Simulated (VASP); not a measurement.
Output of a VASP run:

OSZICAR:
```
       N       E                     dE             d eps       ncg     rms          rms(c)
DAV:   1     0.495503102723E+02    0.49550E+02   -0.83825E+03  1008   0.124E+03
DAV:   2    -0.310607778553E+02   -0.80611E+02   -0.73158E+02  1368   0.226E+02
DAV:   3    -0.347647424267E+02   -0.37040E+01   -0.36659E+01  1304   0.489E+01
DAV:   4    -0.348107421448E+02   -0.46000E-01   -0.45938E-01  1256   0.633E+00
DAV:   5    -0.348116290818E+02   -0.88694E-03   -0.88667E-03  1272   0.865E-01    0.906E+00
DAV:   6    -0.331844635410E+02    0.16272E+01   -0.16313E+00  1156   0.872E+00    0.528E+00
DAV:   7    -0.326666338841E+02    0.51783E+00   -0.18731E+00  1184   0.952E+00    0.124E+00
DAV:   8    -0.326718165298E+02   -0.51826E-02   -0.62412E-02  1164   0.171E+00    0.124E-01
DAV:   9    -0.326715473742E+02    0.26916E-03   -0.14912E-03  1268   0.314E-01    0.644E-02
DAV:  10    -0.326717022248E+02   -0.15485E-03   -0.22601E-04  1248   0.131E-01    0.386E-02
DAV:  11    -0.326717013989E+02    0.82588E-06   -0.42218E-06  1292   0.182E-02    0.210E-03
DAV:  12    -0.326717019453E+02   -0.54636E-06   -0.65307E-07  1272   0.688E-03    0.808E-04
DAV:  13    -0.326717020554E+02   -0.11018E-06   -0.13011E-07  1156   0.299E-03    0.132E-03
DAV:  14    -0.326717019556E+02    0.99884E-07   -0.57579E-09   820   0.698E-04
   1 F= -.32671702E+02 E0= -.32671702E+02  d E =-.326717E+02
       N       E                     dE             d eps       ncg     rms          rms(c)
DAV:   1    -0.326719762153E+02   -0.27416E-03   -0.93322E-03  1032   0.827E-01    0.581E-02
DAV:   2    -0.326718285755E+02    0.14764E-03   -0.20771E-04  1256   0.111E-01    0.338E-02
DAV:   3    -0.326717622670E+02    0.66309E-04   -0.20984E-04  1216   0.996E-02    0.856E-03
DAV:   4    -0.326717619426E+02    0.32440E-06   -0.89607E-06  1180   0.220E-02    0.301E-03
DAV:   5    -0.326717617752E+02    0.16743E-06   -0.98836E-07  1252   0.765E-03    0.535E-04
DAV:   6    -0.326717618003E+02   -0.25121E-07   -0.32877E-08   760   0.144E-03
   2 F= -.32671762E+02 E0= -.32671762E+02  d E =-.598447E-04
```

### OUTCAR
```
------------------------ aborting loop because EDIFF is reached ----------------------------------------
  FORCE on cell =-STRESS in cart. coord.  units (eV):
  Direction    XX          YY          ZZ          XY          YZ          ZX
  --------------------------------------------------------------------------------------
  Total        0.0839328      0.0839328      0.0591218      0.0000000      0.0000000      0.0000000
  in kB        3.9041604      3.9041586      2.7500660      0.0000000      0.0000000      0.0000000
  external PRESSURE =       3.5194617 kB  Pullay stress =       0.0000000 kB
  volume of cell :       34.44
      direct lattice vectors                 reciprocal lattice vectors
     1.233350699 -2.136225577  0.000000000     0.405399697 -0.234057679  0.000000000
     1.233350699  2.136225577 -0.000000000     0.405399697  0.234057679  0.000000000
    -0.000000000  0.000000000  6.536587152    -0.000000000  0.000000000  0.152985033
 POSITION                                       TOTAL-FORCE (eV/Angst)
 -----------------------------------------------------------------------------------
      1.23335      2.13623      1.63415         0.000000      0.000000     -0.000000
      1.23335     -2.13623      4.90244        -0.000000      0.000000      0.000000
      1.23335      0.71208      1.63415         0.000000      0.000000     -0.000000
      1.23335     -0.71208      4.90244        -0.000000     -0.000000      0.000000
 -----------------------------------------------------------------------------------
    total drift:                               -0.000000     -0.000000      0.000000
  FREE ENERGIE OF THE ION-ELECTRON SYSTEM (eV)
  ---------------------------------------------------
  free  energy   TOTEN  =       -32.6717618003 eV

  energy  without entropy=      -32.6717618003  energy(sigma->0) =      -32.67176180

 reached required accuracy - stopping structural energy minimisation
```
(Selected blocks of OUTCAR.)

POSCAR:
```
C
1
    1.2340070850    -2.1373624703     0.0000000000
    1.2340070850     2.1373624703     0.0000000000
    0.0000000000     0.0000000000     6.5296351902
C
4
Direct
  0.0000000000   0.0000000000   0.2500000000
  0.0000000000   0.0000000000   0.7500000000
  0.3333330000   0.6666670000   0.2500000000
  0.6666670000   0.3333330000   0.7500000000
```

### Question
Reconstruct the remaining input files.

### Answer
This is not unique; one that fits is the input of the run itself, vdW-DF-cx, plane waves, VASP's PBE PAW potentials (set 64).

### KPOINTS
```
Automatic mesh
0
Gamma
10 10 4
0 0 0
```

**INCAR**
```
! general
SYSTEM    =  C
PREC      =  Accurate
ENCUT     =  520
LREAL     =  .FALSE.
LASPH     =  .TRUE.

! electronic loop
EDIFF     =  1E-7
NELM      =  100
ALGO      =  Normal

! smearing
ISMEAR    =  0
SIGMA     =  0.05

! functional
GGA       =  CX
LUSE_VDW  =  .TRUE.
AGGAC     =  0.0

! ions
IBRION    =  2
NSW       =  30
ISIF      =  4
EDIFFG    =  -0.01

! output
LWAVE     =  .FALSE.
LCHARG    =  .FALSE.
```

POTCAR, in this order: C (PBE.64 set). Program: vasp_std.

The compound is C in the graphite structure. This run relaxes it. Symmetry was kept, so distortions that lower it aren't found.
